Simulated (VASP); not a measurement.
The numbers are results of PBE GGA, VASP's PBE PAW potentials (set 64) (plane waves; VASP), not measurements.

VASP input:

KPOINTS:
```
Automatic mesh
0
Gamma
3 5 3
0 0 0
```

File POSCAR:
```
YTi
1
    5.3900630000     0.0000000000     0.0000000000
    0.0000000000     3.5680580000     0.0000000000
    0.0000000000     0.0000000000     5.5030800000
Ti Y
2 2
Direct
  0.7500000000   0.5000000000   0.3125000000
  0.2500000000   0.5000000000   0.6875000000
  0.7500000000   0.0000000000   0.8125000000
  0.2500000000   0.0000000000   0.1875000000
```

### INCAR
```
ALGO = Normal
EDIFF = 1E-6
EDIFFG = -0.01
ENCUT = 300
GGA = PE
IBRION = 2
ISIF = 3
ISMEAR = -1
LASPH = .TRUE.
LCHARG = .FALSE.
LMAXMIX = 4
LREAL = .FALSE.
LWAVE = .FALSE.
NELM = 100
NSW = 50
PREC = Accurate
SIGMA = 0.1
SYSTEM = YTi
```

POTCAR, in this order: Ti_sv Y_sv (PBE.64 set). Program: vasp_std.

The run wrote:

### OSZICAR
```
...
DAV:   1    -0.277691095965E+02   -0.77232E-02   -0.40517E-01   742   0.587E+00    0.792E-01
DAV:   2    -0.277672098597E+02    0.18997E-02   -0.94614E-02   849   0.206E+00    0.824E-01
DAV:   3    -0.277631909031E+02    0.40190E-02   -0.31756E-02   824   0.744E-01    0.268E-01
DAV:   4    -0.277624241345E+02    0.76677E-03   -0.51330E-03   931   0.425E-01    0.115E-01
DAV:   5    -0.277625540052E+02   -0.12987E-03   -0.65597E-04   811   0.117E-01    0.621E-02
DAV:   6    -0.277626552330E+02   -0.10123E-03   -0.26649E-04   942   0.675E-02    0.472E-02
DAV:   7    -0.277626888168E+02   -0.33584E-04   -0.13724E-04   908   0.567E-02    0.969E-03
DAV:   8    -0.277626878378E+02    0.97900E-06   -0.15541E-05   803   0.257E-02    0.994E-03
DAV:   9    -0.277626880419E+02   -0.20414E-06   -0.10921E-06   425   0.793E-03
  15 F= -.27762688E+02 E0= -.27673430E+02  d E =-.130161E-02
       N       E                     dE             d eps       ncg     rms          rms(c)
DAV:   1    -0.277643482307E+02   -0.16604E-02   -0.93842E-02   745   0.283E+00    0.382E-01
DAV:   2    -0.277639060721E+02    0.44216E-03   -0.21912E-02   849   0.991E-01    0.396E-01
DAV:   3    -0.277629731375E+02    0.93293E-03   -0.73380E-03   827   0.358E-01    0.128E-01
DAV:   4    -0.277627966687E+02    0.17647E-03   -0.11812E-03   939   0.203E-01    0.549E-02
DAV:   5    -0.277628287868E+02   -0.32118E-04   -0.15195E-04   811   0.559E-02    0.297E-02
DAV:   6    -0.277628543439E+02   -0.25557E-04   -0.60888E-05   894   0.322E-02    0.227E-02
DAV:   7    -0.277628642334E+02   -0.98894E-05   -0.31991E-05   804   0.274E-02    0.472E-03
DAV:   8    -0.277628637301E+02    0.50323E-06   -0.34603E-06   557   0.128E-02
  16 F= -.27762864E+02 E0= -.27673793E+02  d E =-.147730E-02
       N       E                     dE             d eps       ncg     rms          rms(c)
DAV:   1    -0.277646051974E+02   -0.17410E-02   -0.13316E-01   749   0.416E+00    0.477E-01
DAV:   2    -0.277647964403E+02   -0.19124E-03   -0.37908E-02   838   0.122E+00    0.480E-01
DAV:   3    -0.277634896522E+02    0.13068E-02   -0.11633E-02   843   0.466E-01    0.146E-01
DAV:   4    -0.277632563005E+02    0.23335E-03   -0.16816E-03   898   0.265E-01    0.467E-02
DAV:   5    -0.277632842684E+02   -0.27968E-04   -0.22929E-04   866   0.814E-02    0.289E-02
DAV:   6    -0.277632954869E+02   -0.11218E-04   -0.28739E-05   725   0.239E-02    0.260E-02
DAV:   7    -0.277632981931E+02   -0.27062E-05   -0.27743E-05   842   0.246E-02    0.390E-03
DAV:   8    -0.277632984159E+02   -0.22271E-06   -0.91955E-07   406   0.806E-03
  17 F= -.27763298E+02 E0= -.27674166E+02  d E =-.434686E-03
       N       E                     dE             d eps       ncg     rms          rms(c)
DAV:   1    -0.277677898103E+02   -0.44916E-02   -0.42501E-01   749   0.743E+00    0.851E-01
DAV:   2    -0.277684622419E+02   -0.67243E-03   -0.12188E-01   838   0.217E+00    0.860E-01
DAV:   3    -0.277642259868E+02    0.42363E-02   -0.37928E-02   859   0.835E-01    0.258E-01
DAV:   4    -0.277634859967E+02    0.73999E-03   -0.52976E-03   892   0.470E-01    0.824E-02
DAV:   5    -0.277635802872E+02   -0.94291E-04   -0.72611E-04   866   0.145E-01    0.511E-02
DAV:   6    -0.277636203466E+02   -0.40059E-04   -0.95144E-05   890   0.432E-02    0.469E-02
DAV:   7    -0.277636338917E+02   -0.13545E-04   -0.87938E-05   922   0.424E-02    0.638E-03
DAV:   8    -0.277636343850E+02   -0.49328E-06   -0.36272E-06   639   0.126E-02
  18 F= -.27763634E+02 E0= -.27674413E+02  d E =-.770655E-03
       N       E                     dE             d eps       ncg     rms          rms(c)
DAV:   1    -0.277624483177E+02    0.11856E-02   -0.14421E-01   738   0.576E+00    0.264E-01
DAV:   2    -0.277642742579E+02   -0.18259E-02   -0.32295E-02   672   0.121E+00    0.211E-01
DAV:   3    -0.277639359780E+02    0.33828E-03   -0.25353E-03   817   0.360E-01    0.103E-01
DAV:   4    -0.277637840007E+02    0.15198E-03   -0.82777E-04   928   0.238E-01    0.413E-02
DAV:   5    -0.277638073407E+02   -0.23340E-04   -0.16087E-04   852   0.771E-02    0.347E-02
DAV:   6    -0.277638191850E+02   -0.11844E-04   -0.38746E-05   883   0.266E-02    0.155E-02
DAV:   7    -0.277638265483E+02   -0.73633E-05   -0.22085E-05   778   0.194E-02    0.841E-03
DAV:   8    -0.277638279383E+02   -0.13900E-05   -0.62135E-06   622   0.136E-02    0.511E-03
DAV:   9    -0.277638279016E+02    0.36630E-07   -0.68747E-07   412   0.608E-03
  19 F= -.27763828E+02 E0= -.27674994E+02  d E =-.193517E-03
       N       E                     dE             d eps       ncg     rms          rms(c)
DAV:   1    -0.277637739450E+02    0.53993E-04   -0.73421E-03   738   0.130E+00    0.591E-02
DAV:   2    -0.277638655726E+02   -0.91628E-04   -0.16330E-03   675   0.271E-01    0.468E-02
DAV:   3    -0.277638485685E+02    0.17004E-04   -0.12729E-04   829   0.809E-02    0.229E-02
DAV:   4    -0.277638410434E+02    0.75251E-05   -0.41613E-05   942   0.532E-02    0.903E-03
DAV:   5    -0.277638427316E+02   -0.16882E-05   -0.82172E-06   836   0.174E-02    0.794E-03
DAV:   6    -0.277638437392E+02   -0.10076E-05   -0.14003E-06   450   0.606E-03    0.303E-03
DAV:   7    -0.277638446823E+02   -0.94303E-06   -0.11555E-06   441   0.563E-03
  20 F= -.27763845E+02 E0= -.27675098E+02  d E =-.210297E-03
       N       E                     dE             d eps       ncg     rms          rms(c)
DAV:   1    -0.277628389929E+02    0.10047E-02   -0.11798E-01   740   0.530E+00    0.285E-01
DAV:   2    -0.277644731970E+02   -0.16342E-02   -0.30945E-02   774   0.106E+00    0.259E-01
DAV:   3    -0.277640640142E+02    0.40918E-03   -0.40676E-03   814   0.348E-01    0.936E-02
DAV:   4    -0.277639787277E+02    0.85287E-04   -0.40190E-04   903   0.162E-01    0.330E-02
DAV:   5    -0.277639834841E+02   -0.47564E-05   -0.11818E-04   927   0.574E-02    0.194E-02
DAV:   6    -0.277639884933E+02   -0.50092E-05   -0.12669E-05   836   0.220E-02    0.923E-03
DAV:   7    -0.277639903831E+02   -0.18898E-05   -0.95066E-06   797   0.134E-02    0.507E-03
DAV:   8    -0.277639899188E+02    0.46431E-06   -0.11130E-06   444   0.758E-03
  21 F= -.27763990E+02 E0= -.27675552E+02  d E =-.145237E-03
       N       E                     dE             d eps       ncg     rms          rms(c)
DAV:   1    -0.277622622617E+02    0.17281E-02   -0.18306E-01   743   0.659E+00    0.353E-01
DAV:   2    -0.277647945494E+02   -0.25323E-02   -0.47580E-02   769   0.131E+00    0.321E-01
DAV:   3    -0.277641613048E+02    0.63324E-03   -0.62254E-03   806   0.434E-01    0.114E-01
DAV:   4    -0.277640349139E+02    0.12639E-03   -0.62311E-04   911   0.201E-01    0.406E-02
DAV:   5    -0.277640432339E+02   -0.83200E-05   -0.17781E-04   941   0.710E-02    0.239E-02
DAV:   6    -0.277640518823E+02   -0.86484E-05   -0.19152E-05   852   0.270E-02    0.115E-02
DAV:   7    -0.277640554634E+02   -0.35811E-05   -0.14929E-05   812   0.171E-02    0.625E-03
DAV:   8    -0.277640550978E+02    0.36561E-06   -0.23451E-06   548   0.937E-03
  22 F= -.27764055E+02 E0= -.27675995E+02  d E =-.210416E-03
       N       E                     dE             d eps       ncg     rms          rms(c)
DAV:   1    -0.277633853306E+02    0.67013E-03   -0.13175E-01   694   0.518E+00    0.277E-01
DAV:   2    -0.277645809692E+02   -0.11956E-02   -0.26636E-02   654   0.116E+00    0.210E-01
DAV:   3    -0.277642914702E+02    0.28950E-03   -0.22921E-03   830   0.330E-01    0.979E-02
DAV:   4    -0.277641415474E+02    0.14992E-03   -0.78741E-04   923   0.215E-01    0.543E-02
DAV:   5    -0.277641494987E+02   -0.79512E-05   -0.20038E-04   855   0.862E-02    0.335E-02
DAV:   6    -0.277641567619E+02   -0.72633E-05   -0.39201E-05   799   0.279E-02    0.224E-02
DAV:   7    -0.277641588825E+02   -0.21206E-05   -0.13005E-05   652   0.176E-02    0.603E-03
DAV:   8    -0.277641595754E+02   -0.69287E-06   -0.19477E-06   518   0.100E-02
  23 F= -.27764160E+02 E0= -.27676604E+02  d E =-.104478E-03
```

**OUTCAR**
```
------------------------ aborting loop because EDIFF is reached ----------------------------------------
  FORCE on cell =-STRESS in cart. coord.  units (eV):
  Direction    XX          YY          ZZ          XY          YZ          ZX
  --------------------------------------------------------------------------------------
  Total        0.0046903     -0.0068098      0.0087585      0.0000000      0.0000000     -0.0000000
  in kB        0.0772977     -0.1122273      0.1443412      0.0000000      0.0000000     -0.0000000
  external PRESSURE =       0.0364706 kB  Pullay stress =       0.0000000 kB
  volume of cell :       97.22
      direct lattice vectors                 reciprocal lattice vectors
     4.971408884  0.000000000  0.000000000     0.201150222  0.000000000  0.000000000
     0.000000000  3.277961941  0.000000000     0.000000000  0.305067605  0.000000000
    -0.000000000  0.000000000  5.965749264    -0.000000000  0.000000000  0.167623538
 POSITION                                       TOTAL-FORCE (eV/Angst)
 -----------------------------------------------------------------------------------
      3.72856      1.63898      2.25755         0.000000      0.000000     -0.001046
      1.24285      1.63898      3.70820        -0.000000     -0.000000      0.001046
      3.72856      0.00000      4.90069        -0.000000      0.000000      0.005831
      1.24285      0.00000      1.06506         0.000000      0.000000     -0.005831
 -----------------------------------------------------------------------------------
    total drift:                                0.000000     -0.000000     -0.000000
  FREE ENERGIE OF THE ION-ELECTRON SYSTEM (eV)
  ---------------------------------------------------
  free  energy   TOTEN  =       -27.7641595754 eV

  energy  without entropy=      -27.5890484622  energy(sigma->0) =      -27.67660402

 reached required accuracy - stopping structural energy minimisation
```
(Selected blocks of OUTCAR.)

**CONTCAR**
```
YTi
   1.00000000000000
     4.9714088835674524    0.0000000000000000    0.0000000000000000
     0.0000000000000000    3.2779619414235088    0.0000000000000000
    -0.0000000000000000    0.0000000000000000    5.9657492641139491
  Ti              Y
     2     2
Direct
     0.7500000000000000    0.5000000000000000    0.3784179444511768
     0.2500000000000000    0.5000000000000000    0.6215820555488232
     0.7500000000000000    0.0000000000000000    0.8214703371243625
     0.2500000000000000    0.0000000000000000    0.1785296628756376
```

At this cut-off the stress carries a Pulay error, which pulls relaxed volumes low. Energy and stress use the plane-wave basis of the starting cell.

The structure was generated: YTi was put into an ordered model structure, which need not be its known phase. This run relaxes it. Symmetry was kept, so distortions that lower it aren't found. The k-mesh is coarse (spacing up to 0.42 per Å, 2π included), so the numbers may not be converged in it. The run is one of a series of settings (EDIFFG = -0.01, IBRION = 2, ISIF = 3, NSW = 50 against the base run), some of them coarse on purpose.
